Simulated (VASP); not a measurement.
The input files of a VASP run:

**KPOINTS**
```
kpoints
0
gamma
9 9 9
0 0 0
```

POSCAR:
```
BeS
1
    0.0000000000     2.4848453970     2.4848453970
    2.4848453970     0.0000000000     2.4848453970
    2.4848453970     2.4848453970     0.0000000000
Be S
1 1
Direct
  0.0000000000   1.0000000000   1.0000000000
  0.2500000000   0.2500000000   0.2500000000
```

**INCAR**
```
ISMEAR = 0   # Gaussian
PREC = Accurate
ISIF = 2   # forces and stress, cell fixed
LWAVE = .False.
ALGO = Normal   # blocked Davidson
NELM = 100   # most electronic steps
SYSTEM = BeS
EDIFF = 1E-7   # SCF stop (eV)
LCHARG = .False.
LREAL = .False.   # projection in real space or not
METAGGA = R2SCAN
LASPH = .True.   # aspherical one-centre terms
SIGMA = 0.05   # width (eV)
ENCUT = 520   # plane-wave cut-off (eV)
LMIXTAU = .True.
```

POTCAR, in this order: Be S (PBE.64 set). Program: vasp_std.

Write an equivalent input for Ansatz.

One equivalent input (not run):
Ansatz 0.2 input:
```yaml
crystal:
  lattice:
    - [0.0000000, 2.4848454, 2.4848454]
    - [2.4848454, 0.0000000, 2.4848454]
    - [2.4848454, 2.4848454, 0.0000000]
  atoms:
    - { symbol: Be, position: [0.0000000, 1.0000000, 1.0000000] }
    - { symbol: S, position: [0.2500000, 0.2500000, 0.2500000] }
kpoints:
  mp_grid: { grid: [9, 9, 9] }
hamiltonian:
  xc: r2scan
  pseudopotentials: { kind: paw }
scf:
  occupations: { method: gaussian, width: 0.05 }
  max_iter: 100
output: { forces: true, stress: true, eigenvalues: true }
```
Limits of the translation: each code has its own PAW files, so the cut-off isn't converted (ENCUT is set for VASP's; basis.ecutwfc is left out, and Ansatz then takes the one that its files recommend); Ansatz stops its SCF on the density residual and VASP on the energy change (EDIFF).

The compound is BeS in the zinc blende structure. This cell is one point of a volume scan, at 1.06 of the reference volume.
